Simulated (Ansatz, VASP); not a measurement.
# Cross-check of Ga2AsP between VASP and Ansatz, part 2 of 2

Aim: how closely do two programs agree when they are given the same cell, functional and k mesh? The cell is taken from a series of runs on this material, whose earlier steps may have relaxed, scaled, displaced or heated it; both programs get it as it stands.

VASP 6.6.1 and Ansatz 0.2.0.

So far: The structure; VASP: relaxation of cell and atoms, PBEsol, pair 1; Ansatz: relaxation of cell and atoms, PBEsol, pair 1; Comparison.

## Step 5: VASP: relaxation of cell and atoms, PBEsol, pair 2

Level of this step: PBEsol; plane waves and PAW (Ga_d, P, As) (VASP).

The relaxed volume is the usual yardstick between codes: in a stiff, nearly cubic crystal its relative difference is about their pressure difference at one cell divided by the bulk modulus.

INCAR

```
SYSTEM = Ga2AsP
PREC = Accurate
ENCUT = 500
EDIFF = 1E-07
NELM = 120
ISMEAR = 0
SIGMA = 0.02
LREAL = .FALSE.
ALGO = Normal
GGA = PS
NBANDS = 24
LORBIT = 11
LWAVE = .FALSE.
LCHARG = .FALSE.
ISIF = 3
IBRION = 2
NSW = 80
EDIFFG = -0.005
LASPH = .TRUE.
GGA_COMPAT = .FALSE.
NELMIN = 4
EFERMI = MIDGAP
KPAR = 2
```

POSCAR

```
Ga2AsP
1.0
    1.9651090000      1.1345560000      6.4172650000
   -1.9651090000      1.1345560000      6.4172650000
    0.0000000000     -2.2691130000      6.4172650000
Ga P As
2 1 1
Direct
    0.0024439803      0.0024439803      0.0024439792
    0.4975090586      0.4975090586      0.4975088394
    0.3749800505      0.3749800505      0.3749798852
    0.8750671028      0.8750671028      0.8750667172
```

KPOINTS

```
Automatic mesh
0
Gamma
9 9 9
0 0 0
```

PAW data sets: Ga_d, P and As (PBE family, release 64).

On the command line:

```bash
$ mpirun -np 2 vasp_std
```

Numbers of over 12 decimals in the logs are rounded to 6 here.

Output:

```text
[banner, memory and clock lines left out]
running    2 mpi-ranks, on    1 nodes
[...]
[... a notice as in an earlier step ...]

 LDA part: xc-table for (Slater+PW92), standard interpolation
 POSCAR, INCAR and KPOINTS ok, starting setup
[...]
entering main loop
       N       E                     dE             d eps       ncg     rms          rms(c)
DAV:   1     0.228492750648E+03    0.22849E+03   -0.17315E+04  4200   0.209E+03
DAV:   2     0.539045665102E+01   -0.22310E+03   -0.21713E+03  4464   0.451E+02
DAV:   3    -0.187752113648E+02   -0.24166E+02   -0.23933E+02  5032   0.118E+02
DAV:   4    -0.194402059488E+02   -0.66499E+00   -0.66438E+00  5104   0.219E+01
[...]
DAV:  12    -0.189735984549E+02    0.62398E-05   -0.29449E-05  5360   0.616E-02    0.954E-03
DAV:  13    -0.189736004138E+02   -0.19589E-05   -0.57562E-06  5184   0.162E-02    0.131E-03
DAV:  14    -0.189736004812E+02   -0.67412E-07   -0.53119E-07  4360   0.572E-03
   1 F= -.18973600E+02 E0= -.18973600E+02  d E =-.189736E+02
[... from here on, the cycles between the ionic steps are left out ...]
   2 F= -.18974006E+02 E0= -.18974006E+02  d E =-.405152E-03
   3 F= -.18974097E+02 E0= -.18974097E+02  d E =-.496529E-03
   4 F= -.18974097E+02 E0= -.18974097E+02  d E =-.496661E-03
   5 F= -.18974145E+02 E0= -.18974145E+02  d E =-.477945E-04
   6 F= -.18974156E+02 E0= -.18974156E+02  d E =-.584437E-04
[...]
reached required accuracy - stopping structural energy minimisation
```

Parts of OUTCAR (step 5):

```text
  Total        0.0012693      0.0012693     -0.0001348      0.0000000      0.0000000      0.0000000
  in kB        0.0238003      0.0238003     -0.0025270      0.0000000      0.0000000      0.0000000
  external PRESSURE =       0.0150245 kB  Pullay stress =       0.0000000 kB

 POSITION                                       TOTAL-FORCE (eV/Angst)
 -----------------------------------------------------------------------------------
      0.00000     -0.00000      0.04915         0.000000      0.000000     -0.000049
      0.00000      0.00000      9.56467         0.000000      0.000000     -0.001190
      0.00000      0.00000      7.20929         0.000000     -0.000000      0.001439
      0.00000      0.00000     16.83075        -0.000000      0.000000     -0.000200
 -----------------------------------------------------------------------------------
    total drift:                                0.000000     -0.000347     -0.000093

  FREE ENERGIE OF THE ION-ELECTRON SYSTEM (eV)
  ---------------------------------------------------
  free  energy   TOTEN  =       -18.9741555864 eV

  energy  without entropy=      -18.9741555864  energy(sigma->0) =      -18.97415559

[... 2 parts as in an earlier step ...]

[... 2 further parts left out ...]
[key lines of the parts left out:]
E-fermi :   4.7560
```

## Step 6: Ansatz: relaxation of cell and atoms, PBEsol, pair 2

The same cell, functional, mesh and smearing now go to Ansatz, which takes its cutoff from its data sets.

The cell is taken from a series of runs on this material, whose earlier steps may have relaxed, scaled, displaced or heated it; both programs get it as it stands.

input.yaml

```yaml
crystal:
  lattice:
    - [1.965109, 1.134556, 6.417265]
    - [-1.965109, 1.134556, 6.417265]
    - [0.0, -2.269113, 6.417265]
  atoms:
    - { symbol: Ga, position: [0.002444, 0.002444, 0.002444] }
    - { symbol: Ga, position: [0.497509, 0.497509, 0.497509] }
    - { symbol: P, position: [0.37498, 0.37498, 0.37498] }
    - { symbol: As, position: [0.875067, 0.875067, 0.875067] }
kpoints:
  mp_grid: { grid: [9, 9, 9] }
hamiltonian:
  xc: pbesol
scf:
  occupations: { method: gaussian, width: 0.02 }
output:
  forces: true
  stress: true
  eigenvalues: true
  write_density: true
  write_potential: true
  elf: true
  volumetric_format: npy
relax:
  adjacent_minimum: "off"
  f_tol: 0.005
  max_steps: 80
  cell: { stress_tol: 0.05 }
```

On the command line:

```bash
$ ansatz run input.yaml --threads 2 --pin off --max-ram 5120MiB --backend cpu --events-out ev --progress --plain --runs-dir out
```

Output:

```text
[...]
Crystal: 4 atoms, lattice volume = 85.845 Å³
Basis set: ecut = 420 eV, 1701 PW (Γ), FFT grids on a1−a2, a2, −a2+a3, exchange–correlation on 54×96×54 points (8 copies of the dense FFT grid, shifted against one another)
Bands: 28, of which v1, the nominal top of the filled ones, is band 23 counted from 1 (22 counted from 0)
Symmetry: 6 space group operations
[...]
--- Relaxed structure (3 steps of the walk, 3 accepted, 1 SCFs on fresh bases) ---
[...]
cell:  # Å, volume = 85.3729 Å³
    - [1.961109, 1.132247, 6.408054]
    - [-1.961109, 1.132247, 6.408054]
    - [0, -2.264494, 6.408054]
  atoms:
    - { symbol: Ga, position: [0.00249829, 0.00249829, 0.00249829] }
    - { symbol: Ga, position: [0.497428, 0.497428, 0.497428] }
    - { symbol: P, position: [0.374886, 0.374886, 0.374886] }
    - { symbol: As, position: [0.875188, 0.875188, 0.875188] }
[key lines of the parts left out:]
SCF converged after 5 iterations
Free energy (F): -13040.877128 eV
Fermi energy:    8.160739 eV
P = ⅓ Tr σ = 0.0040 GPa (0.040 kbar)
```

## Step 7: Differences

What differs besides the data sets and the points named for the pairs above, as far as they apply: the data sets hold 46 valence electrons in Ansatz (on its default PAW (the set named soft_2) files) and 36 in VASP. Total energies have different zeros and are not compared.

Both answers:

```csv
quantity,Ansatz,VASP,difference
volume (Å³),85.37,85.44,-0.08 %
"edge a after relaxation, in the typed setting (Å)",6.796,6.799,-0.03 %
```

## Step 8: Results

- difference in volume (relaxation of cell and atoms, PBEsol, pair 1): -0.11 %
- difference in volume (relaxation of cell and atoms, PBEsol, pair 2): -0.082 %

What this shows: The difference in volume is -0.11 % (relaxation of cell and atoms, PBEsol, pair 1), within the 1.2 % picked in this series as the mark of a large difference, as far as the stopping tolerances let one tell. The data sets hold unlike numbers of valence electrons (46 in Ansatz and 36 in VASP), so part of the differences comes from the potentials. How closely two codes agree says nothing of how well the functional describes the real material.

[Lines on the potential files, build, host, timing and source positions are cut from VASP's logs without a mark.]

[Logs are printed without paths, hosts, clocks, repeated set-up lines and the standing remarks that a program may print on its own settings, such as how far it seeks lower states.]

[Hosts, paths, dates, database ids (printed as entryN), source tags and the programs' standing remarks are cut or masked in the printed files.]
